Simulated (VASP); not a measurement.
# Absorption of AlN from time-dependent hybrids, part 5 of 5

Wanted: excitation energies of AlN by functional. The cell is of the wurtzite type, one of the forms listed for this formula. The start is a cell from a database of measured crystal structures.

VASP 6.6.1, plane waves and PAW; the level of theory is named at each step.

So far, lowest excitation (eV): step 4 (casida equation on LDA, time-dependent LDA, Casida form) 4.24; step 5 (random-phase approximation on LDA, RPA spectrum on LDA) 4.24; step 9 (casida equation on HSE06, time-dependent HSE06, Casida form) 5.54; step 10 (random-phase approximation on HSE06, RPA spectrum on HSE06) 5.59.

The database entry behind the starting cell differs from later determinations by our own check (inner coordinate u about 0.002 short), so it need not match the best structure at ambient conditions.

## Step 13: Empty bands, functional PBE-EpsX, ε 4.50719

Level of this step: PBE-EpsX; plane waves and PAW (Al, N) (VASP).

ALGO = Exact diagonalises the converged Hamiltonian in one step, and LOPTICS writes the k-derivatives of the orbitals (WAVEDER), which give the transition dipoles.

Input file INCAR:

```
SYSTEM = AlN
PREC = Accurate
ENCUT = 420
ISMEAR = 0
SIGMA = 0.01
LREAL = .FALSE.
LHFCALC = .TRUE.
AEXX = 0.222
GGA = PE
LASPH = .TRUE.
NBANDS = 24
PRECFOCK = Fast
ALGO = Exact
NELM = 1
LWAVE = .TRUE.
LCHARG = .FALSE.
LOPTICS = .TRUE.
NEDOS = 1000
CSHIFT = 0.1
```

Input file POSCAR:

```
AlN
1.0
    3.1130000000      0.0000000000      0.0000000000
   -1.5565000000      2.6959370820      0.0000000000
    0.0000000000      0.0000000000      4.9810000000
Al N
2 2
Direct
    0.6666666667      0.3333333333      0.5000000000
    0.3333333333      0.6666666667      0.0000000000
    0.6666666667      0.3333333333      0.8800000000
    0.3333333333      0.6666666667      0.3800000000
```

Input file KPOINTS:

```
Automatic mesh
0
Gamma
6 6 4
0 0 0
```

The projector-augmented-wave data sets are Al and N (PBE family, release 64).

The run starts from files that an earlier step left in the folder.

Started as:

```
mpirun -np 8 vasp_std
```

Log:

```text
[... set-up lines as in an earlier step ...]
 entering main loop
       N       E                     dE             d eps       ncg     rms          rms(c)
DIA:   1    -0.359448148170E+02   -0.35945E+02    0.00000E+00     0   0.000E+00
   1 F= -.35944815E+02 E0= -.35944815E+02  d E =-.993767E-21
 writing wavefunctions
 optical routines
 imaginary and real dielectric function
 recalculating local potential from charge density
 direction            1
 direction            2
 direction            3
```

Wall time 5.1 min (8 MPI ranks of AMD EPYC 7R43, shared host); peak memory 1.3 GiB.

From OUTCAR (step 13):

```text
 POSITION                                       TOTAL-FORCE (eV/Angst)
 -----------------------------------------------------------------------------------
      1.55650      0.89865      2.49050         0.000000      0.000000     -0.128272
     -0.00000      1.79729      0.00000        -0.000000      0.000000     -0.128272
      1.55650      0.89865      4.38328         0.000000     -0.000000      0.128272
     -0.00000      1.79729      1.89278        -0.000000      0.000000      0.128272
 -----------------------------------------------------------------------------------
    total drift:                                0.000000     -0.000001      0.002845

  FREE ENERGIE OF THE ION-ELECTRON SYSTEM (eV)
  ---------------------------------------------------
  free  energy   TOTEN  =       -35.9448148170 eV

  energy  without entropy=      -35.9448148170  energy(sigma->0) =      -35.94481482

[... 2 parts as in an earlier step ...]

[... 1 further part left out ...]
[key lines of the parts left out:]
E-fermi :   5.0395
```

## Step 14: Casida equation on PBE-EpsX

This step: time-dependent PBE-EpsX, Casida form; plane waves and PAW (Al, N) (VASP 6.6.1).

The Casida equation, in the Tamm-Dancoff approximation (ANTIRES = 0), couples the pairs by a local exchange-correlation kernel and by exact exchange, which attracts electron and hole.

Input file INCAR:

```
SYSTEM = AlN
PREC = Accurate
ENCUT = 420
ISMEAR = 0
SIGMA = 0.01
LREAL = .FALSE.
LHFCALC = .TRUE.
AEXX = 0.222
GGA = PE
LASPH = .TRUE.
NBANDS = 24
PRECFOCK = Fast
ALGO = TDHF
NBANDSO = 5
NBANDSV = 5
OMEGAMAX = 25
NEDOS = 1000
CSHIFT = 0.1
LWAVE = .FALSE.
LCHARG = .FALSE.
ANTIRES = 0
LFXC = .TRUE.
LADDER = .TRUE.
```

POSCAR is that of step 13.

KPOINTS is that of step 13.

The run starts from files that an earlier step left in the folder.

Started as:

```
mpirun -np 8 vasp_std
```

Log:

```text
[banner, memory and clock lines left out]
 LDA part: xc-table for (Slater+PW92), standard interpolation
 found WAVECAR, reading the header
 POSCAR, INCAR and KPOINTS ok, starting setup
 FFT: planning ... GRIDC
 FFT: planning ... GRID_SOFT
 FFT: planning ... GRID
 reading WAVECAR
 the WAVECAR file was read successfully
 initial charge from wavefunction
 available memory per node:     88.08 GB, setting MAXMEM to     90197

 The Fermi energy was updated, please check that it is located mid-gap
 values below the HOMO (VB) or above the LUMO (CB) will cause erroneous energies
 E-fermi :   8.0121

 Doing            0  frequencies on each core in blocks of            0
 parallelization over k-points
 Using distributed matrix
 Using distributed eigensolver
 allocating two-electron 4 orbital integral table    5    5    5    5
 BSE setting up matrix
 available memory per node:     88.03 GB, setting MAXMEM to     90138
 Calculate matrix elements of the BSE Hamiltonian:
 Workload is divided into blocks of two-electron 4 orbital integrals computed in
  parallel.
 Each block/integral has dimensions  of (   5,   5,   5,   5) orbitals
 Total number of blocks/integrals:                10440
 Number of spins:                                     1
 Number of kpoints:                                 144
 Spin channel:                                        1
  Number of blocks of unoccupied bands:               1
  Number of blocks of occupied bands:                 1
 Number of rows/columns of blocks:                  144

                                                        Time (sec)
               Integrals                 Ranks       Real         CPU
  [         1 -       1152/     10440]     8         1.14        0.00
  [      1153 -       2304/     10440]     8         2.21        0.00
  [      2305 -       3456/     10440]     8         3.27        0.00
  [      3457 -       4608/     10440]     8         4.34        0.00
  [      4609 -       5760/     10440]     8         5.36        0.00
  [      5761 -       6912/     10440]     8         6.45        0.00
  [      6913 -       8064/     10440]     8         7.45        0.00
  [      8065 -       9216/     10440]     8         8.46        0.00
  [      9217 -      10368/     10440]     8         9.52        0.00
  [     10369 -      10440/     10440]     8         9.64        0.00

[... 6 parts as in an earlier step ...]
```

Wall time 19 s (8 MPI ranks); peak memory 1.7 GiB.

From OUTCAR (step 14):

```text
   NELECT =      16.0000    total number of electrons

 E-fermi :   8.0121

[... 9 parts as in an earlier step ...]

[... 1 further part left out ...]
```

Numbers from this step:

- lowest excitation: 5.561 eV
- direct gap less the lowest excitation: 0.5078 eV

The imaginary dielectric function has structure finer than the step of the table below, so its rows give means over 1 eV, whole bins alone (the curve runs from 0 to 25 eV). Peaks (eV: height): xx 6.9: 4.36, 7.4: 5.37, 7.8: 9.73, 8.3: 8.58, 8.6: 11.8, 10.4: 5.35, 11.6: 5.55; zz 6.9: 8.66, 7.6: 21.7, 8.6: 13.7, 10.2: 5.70, 11.3: 7.13, 11.8: 5.72, 13.5: 5.51.

From 5 filled and 5 empty bands alone, without any pair above OMEGAMAX = 25 eV, so strength is missing wherever others contribute; lines are broadened by CSHIFT, which also makes the tail under the first line. Imaginary dielectric function against photon energy; means over each step:

```
photon energy (eV)       xx       zz
                 1  0.00627  0.00711
                 2   0.0138   0.0158
                 3   0.0249   0.0287
                 4   0.0459   0.0545
                 5    0.137    0.291
                 6    0.788    0.697
                 7     3.33     3.86
                 8     6.65     8.90
                 9     6.93     5.27
                10     3.74     3.75
                11     2.77     3.93
                12     4.05     3.58
                13     2.61     2.76
                14     2.16     2.58
                15    0.901    0.584
                16    0.349    0.404
                17    0.120    0.193
                18   0.0659   0.0615
                19   0.0248   0.0269
                20   0.0133   0.0149
                21   0.0101   0.0106
                22  0.00797  0.00835
                23  0.00646  0.00678
                24  0.00536  0.00562
```

Some of the lowest 40 states alone, with states under 2.5 meV apart joined, scaled to the strongest line shown. Exciton lines, with heights relative to the strongest:

```
position (eV)  lines merged  oscillator strength
        5.561             1                   10
        5.755             2                   21
        6.477             2                  0.0
        6.847             2                   40
        6.878             2                  0.0
        6.968             1                   45
        7.064             2                  0.0
        7.141             2                  0.0
        7.160             3                   32
        7.165             1                  0.0
        7.189             2                  0.0
        7.221             1                  0.0
        7.359             1                  0.0
        7.370             4                   19
        7.390             2                  0.0
        7.413             3                   20
        7.643             1                  100
        7.656             2                  0.0
        7.682             2                  0.0
        7.690             1                  0.7
```

The lowest excitation lies at 5.561 eV, -508 meV against the direct gap of these orbitals. No second mesh in this session tests these energies, peaks and heights, and most of the distance from the gap can be the mesh's own exchange term.

## Step 15: Random-phase approximation on PBE-EpsX

This step: RPA spectrum on PBE-EpsX; plane waves and PAW (Al, N) (VASP 6.6.1).

With the exchange-correlation kernel off, only the local fields remain: the random-phase approximation.

Changes to INCAR since step 14:

```diff
@@ -21,3 +21,3 @@
 ANTIRES = 0
-LFXC = .TRUE.
-LADDER = .TRUE.
+LFXC = .FALSE.
+LADDER = .FALSE.
```

POSCAR is that of step 14.

KPOINTS is that of step 14.

Started as:

```
mpirun -np 8 vasp_std
```

Log:

```text
[banner, memory and clock lines left out]
 LDA part: xc-table for (Slater+PW92), standard interpolation
 found WAVECAR, reading the header
 POSCAR, INCAR and KPOINTS ok, starting setup
 FFT: planning ... GRIDC
 FFT: planning ... GRID_SOFT
 FFT: planning ... GRID
 reading WAVECAR
 the WAVECAR file was read successfully
 initial charge from wavefunction
 available memory per node:     87.95 GB, setting MAXMEM to     90063

 Doing            0  frequencies on each core in blocks of            0
 parallelization over k-points
 Using distributed matrix
 Using distributed eigensolver
 allocating two-electron 4 orbital integral table    5    5    5    5
 BSE setting up matrix
 available memory per node:     87.90 GB, setting MAXMEM to     90009
 Calculate matrix elements of the BSE Hamiltonian:
 Workload is divided into blocks of two-electron 4 orbital integrals computed in
  parallel.
 Each block/integral has dimensions  of (   5,   5,   5,   5) orbitals
 Total number of blocks/integrals:                10440
 Number of spins:                                     1
 Number of kpoints:                                 144
 Spin channel:                                        1
  Number of blocks of unoccupied bands:               1
  Number of blocks of occupied bands:                 1
 Number of rows/columns of blocks:                  144

                                                        Time (sec)
               Integrals                 Ranks       Real         CPU
  [         1 -       1152/     10440]     8         0.63        0.00
  [      1153 -       2304/     10440]     8         1.29        0.00
  [      2305 -       3456/     10440]     8         1.95        0.00
  [      3457 -       4608/     10440]     8         2.61        0.00
  [      4609 -       5760/     10440]     8         3.23        0.00
  [      5761 -       6912/     10440]     8         3.90        0.00
  [      6913 -       8064/     10440]     8         4.54        0.00
  [      8065 -       9216/     10440]     8         5.22        0.00
  [      9217 -      10368/     10440]     8         5.85        0.00
  [     10369 -      10440/     10440]     8         5.94        0.00

[... 7 parts as in an earlier step ...]
```

The job ended after 14 s (8 MPI ranks; peak memory 1.7 GiB).

Parts of OUTCAR (step 15):

```text
   NELECT =      16.0000    total number of electrons

 E-fermi :   8.0121

[... 9 parts as in an earlier step ...]

[... 1 further part left out ...]
```

Numbers from this step:

```yaml
lowest_excitation: 6.075 eV
```

The imaginary dielectric function has structure finer than the step of the table below, so its rows give means over 0.5 eV, whole bins alone (the curve runs from 0 to 25 eV). Peaks (eV: height): xx 9.26: 6.93, 9.83: 8.08, 11.09: 7.23, 11.51: 4.42, 12.46: 5.72, 13.14: 6.42, 14.34: 5.51; zz 8.46: 7.78, 9.26: 11.5, 10.09: 4.62, 10.71: 5.17, 11.84: 7.99, 12.51: 9.74, 14.46: 8.81.

From 5 filled and 5 empty bands alone, without any pair above OMEGAMAX = 25 eV, so strength is missing wherever others contribute; lines are broadened by CSHIFT, which also makes the tail under the first line. Imaginary dielectric function against photon energy; means over each step:

```
photon energy (eV)       xx       zz
               0.5  0.00180  0.00200
               1.0  0.00364  0.00410
               1.5  0.00561  0.00633
               2.0  0.00780  0.00880
               2.5   0.0103   0.0116
               3.0   0.0132   0.0150
               3.5   0.0168   0.0192
               4.0   0.0214   0.0247
               4.5   0.0279   0.0325
               5.0   0.0378   0.0456
               5.5   0.0591   0.0842
               6.0    0.275    0.521
               6.5    0.378    0.180
               7.0    0.262    0.219
               7.5     1.12     1.36
               8.0     1.43     1.70
               8.5     3.09     6.01
               9.0     4.01     5.44
               9.5     5.87     7.61
              10.0     6.59     3.83
              10.5     4.96     3.82
              11.0     5.01     3.80
              11.5     3.48     2.51
              12.0     2.98     5.16
              12.5     4.84     6.76
              13.0     4.93     3.69
              13.5     3.26     2.40
              14.0     3.71     4.07
              14.5     4.49     6.59
              15.0     3.17     2.98
              15.5     2.29     1.30
              16.0     1.02     1.24
              16.5    0.947    0.814
              17.0    0.501    0.671
              17.5    0.262    0.417
              18.0    0.177    0.411
              18.5    0.121   0.0902
              19.0   0.0776   0.0809
              19.5   0.0344   0.0479
              20.0   0.0233   0.0271
              20.5   0.0189   0.0261
              21.0   0.0159   0.0175
              21.5   0.0137   0.0148
              22.0   0.0120   0.0128
              22.5   0.0106   0.0113
              23.0  0.00939  0.00996
              23.5  0.00841  0.00892
              24.0  0.00757  0.00803
              24.5  0.00686  0.00726
```

The lowest excitation lies at 6.075 eV, +7 meV against the direct gap of these orbitals. No second mesh in this session tests these energies, peaks and heights.

## Step 16: Summary

This step: time-dependent LDA, HSE06, PBE-EpsX; plane waves and PAW (VASP 6.6.1).

This step runs nothing: it gathers the runs above.

Cost is wall time times ranks on a shared host, for this step alone, without the steps before it. Excitations by level:

```
                      level  first excitation (eV)  cost (core minutes)
     Casida equation on LDA                  4.241                 1.97
       random phases on LDA                  4.243                 1.97
   Casida equation on HSE06                  5.538                 2.67
     random phases on HSE06                  5.594                 2.11
Casida equation on PBE-EpsX                  5.561                 2.59
  random phases on PBE-EpsX                  6.075                 1.89
```

## Step 17: Results

| Quantity | Value |
| --- | --- |
| Casida equation on LDA | lowest vertical excitation 4.241 eV; direct gap 4.236 eV |
| RPA on LDA | lowest vertical excitation 4.243 eV; direct gap 4.236 eV |
| Casida equation on HSE06 | lowest vertical excitation 5.538 eV; direct gap 5.588 eV |
| RPA on HSE06 | lowest vertical excitation 5.594 eV; direct gap 5.588 eV |
| Casida equation on PBE-EpsX | lowest vertical excitation 5.561 eV; direct gap 6.069 eV |
| RPA on PBE-EpsX | lowest vertical excitation 6.075 eV; direct gap 6.069 eV |

In words: Time-dependent HSE06 puts the lowest vertical singlet excitation at 5.538 eV, 0.05 eV below the direct gap of 5.588 eV; the states within 10 meV of it carry 12 % of the strength of the strongest such group among the lowest 40 states. Time-dependent PBE-EpsX puts the lowest vertical singlet excitation at 5.561 eV, 0.51 eV below the direct gap of 6.069 eV; the states within 10 meV of it carry 10 % of the strength of the strongest such group among the lowest 40 states. The exchange-correlation kernel and the attraction move the centre of weight of eps2 xx over the computed range by -1.19 eV against the run in the random-phase approximation on HSE06 (HSE06). The exchange-correlation kernel and the attraction move the centre of weight of eps2 xx over the computed range by -1.71 eV against the run in the random-phase approximation on PBE-EpsX (PBE-EpsX). The LDA kernel binds nothing: its lowest excitation, 4.241 eV, sits at the direct gap of 4.236 eV. For the hybrids, on a mesh this coarse most of the distance from the gap can come from the q = 0 term of the exact exchange, which falls with the number of k points, so it doesn't show which functional binds an exciton. These are vertical excitations; an indirect gap can lie lower. The spectra were run on one mesh, so the distance from the gap isn't shown to be converged; coarse meshes tend to overstate it. Direct gaps by functional: 4.236 eV at LDA, 5.588 eV at HSE06 and 6.069 eV at PBE-EpsX. Exact exchange widens them. Unscreened exchange converges slowly with the mesh, in the gaps as in the binding, and the two errors partly cancel in the excitation energy. Only the bands set by NBANDSO and NBANDSV form pairs, and any pair above OMEGAMAX = 25 eV is dropped, so the spectrum is that of this window; the window can cut degenerate bands, and the ratio of directions in the curves is that of the window, not of the crystal. The given cell is kept, although it stands at -5.5 GPa at LDA and ENCUT = 420 eV, which holds the mismatch of the given cell with this functional and any basis-set error. Not tabulated here, as repeats of values shown or as unfit to read for their mesh, reference level or band range: eps2 curves (empty bands); eps1 curves and static values (Casida equation, empty bands, random phases); line lists of runs without attraction (Casida equation, random phases); gaps (empty bands).

[Lines on the potential files, build, host, timing and source positions are cut from VASP's logs without a mark.]

[Logs are printed without paths, hosts, clocks, repeated set-up lines and the standing remarks that a program may print on its own settings, such as how far it seeks lower states.]

[Hosts, paths, dates, database ids (printed as entryN), source tags and the programs' standing remarks are cut or masked in the printed files.]

[Pressures printed for these runs are not shown converged in the cutoff: they can be off by several GPa and have the wrong sign.]
